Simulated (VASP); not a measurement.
Here is the system:

```
CELL_PARAMETERS angstrom
      3.39300     0.00000     0.00000
      0.00000     3.39300     0.00000
      0.00000     0.00000     3.39300
ATOMIC_POSITIONS crystal
  Y  0.00000 0.00000 0.00000
  N  0.50000 0.50000 0.50000
```

Calculation: PBEsol GGA, VASP's PBE PAW potentials (set 64) (plane waves; VASP 6.6.1). Settings: 520 eV cut-off, 10×10×10 Γ-centred mesh, first-order Methfessel-Paxton smearing of 0.10 eV, potentials Y_sv N.

Energy and stress use the plane-wave basis of the starting cell.

### Question
The ions, cell shape and volume are relaxed. What does this cell relax into?

### Answer

```
CELL_PARAMETERS angstrom
      2.95689     0.00000     0.00000
      0.00000     2.95689     0.00000
      0.00000     0.00000     2.95689
ATOMIC_POSITIONS crystal
  Y  0.00000 0.00000 0.00000
  N  0.50000 0.50000 0.50000
```
Space group Pm-3m (221), at a tolerance of 0.03 Å.

### Question
How do energy and volume change from the first to the last step?

### Answer
The energy (σ→0) changes by -821.2 meV/atom and the volume by -33.8 %, in 6 ionic steps.

The structure was generated: YN was put into the CsCl type type (Pm-3m), which need not be its known phase. This run relaxes it. Symmetry was kept, so distortions that lower it aren't found.
